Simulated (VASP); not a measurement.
Output of a VASP run:

### OUTCAR
```
 ion  position               nearest neighbor table
   1  0.000  0.000  0.000-
  LATTYP: Found a body centered tetragonal cell.
 ALAT       =     3.3051385120
 C/A-ratio  =     1.0050000000
 Subroutine PRICEL returns:
 Original cell was already a primitive cell.
 Subroutine GETGRP returns: Found 16 space group operations
The static configuration has the point symmetry D_4h.
The dynamic configuration has the point symmetry D_4h.
 Subroutine INISYM returns: Found 16 space group operations
 Subroutine IBZKPT returns following result:
 Found    244 irreducible k-points:

 Following reciprocal coordinates:
            Coordinates               Weight
  0.000000  0.000000  0.000000      1.000000
  0.071429  0.000000  0.000000      4.000000
  0.142857  0.000000  0.000000      4.000000
  0.214286  0.000000  0.000000      4.000000
  0.285714  0.000000  0.000000      4.000000
  0.357143  0.000000  0.000000      4.000000
  0.428571  0.000000  0.000000      4.000000
  0.500000  0.000000  0.000000      2.000000
  0.000000  0.071429  0.000000      8.000000
  0.071429  0.071429  0.000000     16.000000
  0.142857  0.071429 -0.000000     16.000000
  0.214286  0.071429  0.000000     16.000000
  0.285714  0.071429  0.000000     16.000000
  0.357143  0.071429  0.000000     16.000000
  0.428571  0.071429  0.000000     16.000000
  0.000000  0.142857 -0.000000      8.000000
  0.071429  0.142857 -0.000000     16.000000
  0.142857  0.142857 -0.000000     16.000000
  0.214286  0.142857 -0.000000     16.000000
  0.285714  0.142857 -0.000000     16.000000
  0.357143  0.142857  0.000000     16.000000
  0.428571  0.142857  0.000000      8.000000
 -0.071429  0.142857 -0.000000      8.000000
  0.000000  0.214286  0.000000      8.000000
  0.071429  0.214286  0.000000     16.000000
  0.142857  0.214286  0.000000     16.000000
  0.214286  0.214286  0.000000     16.000000
  0.285714  0.214286 -0.000000     16.000000
  0.357143  0.214286  0.000000     16.000000
 -0.142857  0.214286  0.000000     16.000000
  0.000000  0.285714  0.000000      8.000000
  0.071429  0.285714 -0.000000     16.000000
  0.142857  0.285714 -0.000000     16.000000
  0.214286  0.285714  0.000000     16.000000
  0.285714  0.285714 -0.000000     16.000000
  0.357143  0.285714  0.000000      8.000000
 -0.214286  0.285714  0.000000     16.000000
 -0.142857  0.285714 -0.000000      8.000000
  0.000000  0.357143 -0.000000      8.000000
  0.071429  0.357143 -0.000000     16.000000
   k-points           NKPTS =    244   k-points in BZ     NKDIM =    244   number of bands    NBANDS=      9
   number of dos      NEDOS =    301   number of ions     NIONS =      1
   total plane-waves  NPLWV =   8000
   dimension x,y,z NGX =    20 NGY =   20 NGZ =   20
   dimension x,y,z NGXF=    40 NGYF=   40 NGZF=   40
   ions per type =               1
   PREC   = accura    normal or accurate (medium, high low for compatibility)
   ISTART =      0    job   : 0-new  1-cont  2-samecut
   ICHARG =      2    charge: 1-file 2-atom 10-const
   ISPIN  =      1    spin polarized calculation?
   LNONCOLLINEAR =      F non collinear calculations
   LSORBIT =      F    spin-orbit coupling
   INIWAV =      1    electr: 0-lowe 1-rand  2-diag
   ENCUT  =  480.0 eV  35.28 Ry    5.94 a.u.   5.12  5.12  5.12*2*pi/ulx,y,z
   NELM   =    100;   NELMIN=  2; NELMDL= -5     # of ELM steps
   EDIFF  = 0.1E-06   stopping-criterion for ELM
   LREAL  =      F    real-space projection
   NLSPLINE    = F    spline interpolate recip. space projectors
   LMAXMIX     =    6 max onsite mixed and CHGCAR
   VOSKOWN=      0    Vosko Wilk Nusair interpolation
   EDIFFG = 0.1E-05   stopping-criterion for IOM
   NSW    =      0    number of steps for IOM
   NBLOCK =      1;   KBLOCK =      1    inner block; outer block
   IBRION =     -1    ionic relax: 0-MD 1-quasi-New 2-CG
...
```

### OSZICAR
```
       N       E                     dE             d eps       ncg     rms          rms(c)
DAV:   1     0.693161548292E+01    0.69316E+01   -0.65114E+03  4392   0.113E+03
DAV:   2    -0.511963646661E+02   -0.58128E+02   -0.57279E+02  5704   0.248E+02
DAV:   3    -0.519027544020E+02   -0.70639E+00   -0.66576E+00  5230   0.271E+01
DAV:   4    -0.519103393452E+02   -0.75849E-02   -0.75724E-02  5292   0.183E+00
DAV:   5    -0.519103964229E+02   -0.57078E-04   -0.57069E-04  5053   0.141E-01    0.142E+01
DAV:   6    -0.481048670047E+02    0.38055E+01   -0.14066E+00  4550   0.165E+01    0.558E+00
DAV:   7    -0.486735672558E+02   -0.56870E+00   -0.23399E-01  4443   0.614E+00    0.175E+00
DAV:   8    -0.482392379530E+02    0.43433E+00   -0.34369E-01  4449   0.717E+00    0.760E-01
DAV:   9    -0.485559693520E+02   -0.31673E+00   -0.51104E-02  4492   0.214E+00    0.375E-01
DAV:  10    -0.485811931291E+02   -0.25224E-01   -0.50518E-03  4481   0.807E-01    0.314E-01
DAV:  11    -0.485863384769E+02   -0.51453E-02   -0.56134E-03  4463   0.881E-01    0.526E-02
DAV:  12    -0.485861844575E+02    0.15402E-03   -0.72155E-04  4457   0.293E-01    0.562E-02
DAV:  13    -0.485861843224E+02    0.13508E-06   -0.72746E-05  4767   0.111E-01    0.226E-02
DAV:  14    -0.485861849791E+02   -0.65671E-06   -0.32038E-06  5580   0.244E-02    0.155E-02
DAV:  15    -0.485861842766E+02    0.70256E-06   -0.91886E-08  3177   0.439E-03    0.132E-02
DAV:  16    -0.485861836113E+02    0.66529E-06   -0.36933E-06  4579   0.254E-02    0.146E-03
DAV:  17    -0.485861831411E+02    0.47020E-06   -0.69902E-08  2448   0.397E-03    0.364E-04
DAV:  18    -0.485861834099E+02   -0.26885E-06   -0.62710E-09  2241   0.105E-03    0.442E-04
DAV:  19    -0.485861831803E+02    0.22969E-06   -0.12605E-08  2236   0.159E-03    0.438E-05
DAV:  20    -0.485861832508E+02   -0.70498E-07   -0.10864E-09  2233   0.526E-04
   1 F= -.48586183E+02 E0= -.48586313E+02  d E =0.388229E-03
```

**OUTCAR**
```
------------------------ aborting loop because EDIFF is reached ----------------------------------------
  FORCE on cell =-STRESS in cart. coord.  units (eV):
  Direction    XX          YY          ZZ          XY          YZ          ZX
  --------------------------------------------------------------------------------------
  Total       -0.1548402     -0.0985245     -0.0985245      0.0000000      0.0000000      0.0000000
  in kB      -13.6738013     -8.7006123     -8.7006123      0.0000000      0.0000000      0.0000000
  external PRESSURE =     -10.3583420 kB  Pullay stress =       0.0000000 kB
  volume of cell :       18.14
      direct lattice vectors                 reciprocal lattice vectors
    -1.660832102  1.652569256  1.652569256     0.000000000  0.302559181  0.302559181
     1.660832102 -1.652569256  1.652569256     0.301053911  0.000000000  0.302559181
     1.660832102  1.652569256 -1.652569256     0.301053911  0.302559181  0.000000000
 POSITION                                       TOTAL-FORCE (eV/Angst)
 -----------------------------------------------------------------------------------
      0.00000      0.00000      0.00000         0.000000      0.000000      0.000000
 -----------------------------------------------------------------------------------
    total drift:                               -0.000000     -0.000000      0.000000
  FREE ENERGIE OF THE ION-ELECTRON SYSTEM (eV)
  ---------------------------------------------------
  free  energy   TOTEN  =       -48.5861832508 eV

  energy  without entropy=      -48.5865714797  energy(sigma->0) =      -48.58631266
```
(Selected blocks of OUTCAR.)

**POSCAR**
```
Ta
1
   -1.6608321023     1.6525692560     1.6525692560
    1.6608321023    -1.6525692560     1.6525692560
    1.6608321023     1.6525692560    -1.6525692560
Ta
1
Direct
  0.0000000000   0.0000000000   0.0000000000
```

Problem. Reconstruct the remaining input files.

Solution. One answer among several that fit: the input of the run itself, r2SCAN meta-GGA, plane waves, VASP's PBE PAW potentials (set 64).

### KPOINTS
```
Automatic mesh
0
Gamma
14 14 14
0 0 0
```

INCAR:
```
# general
SYSTEM =Ta
PREC   =Accurate
ENCUT  =480   # plane-wave cut-off (eV)
LREAL  =F   # projection in real space or not
LASPH  =T   # aspherical one-centre terms

# electronic loop
EDIFF  =1E-7   # SCF stop (eV)
NELM   =100   # most electronic steps
ALGO   =Normal   # blocked Davidson
LMAXMIX=6   # l cut-off of mixed one-centre charges
LMIXTAU=T

# smearing
ISMEAR =1   # Methfessel-Paxton
SIGMA  =0.1

# functional
METAGGA=R2SCAN

# ions
ISIF   =2

# output
LWAVE  =F
LCHARG =F
```

POTCAR, in this order: Ta_pv (PBE.64 set). Program: vasp_std.

The compound is Ta in the bcc structure. This cell was strained or had an atom moved on purpose.
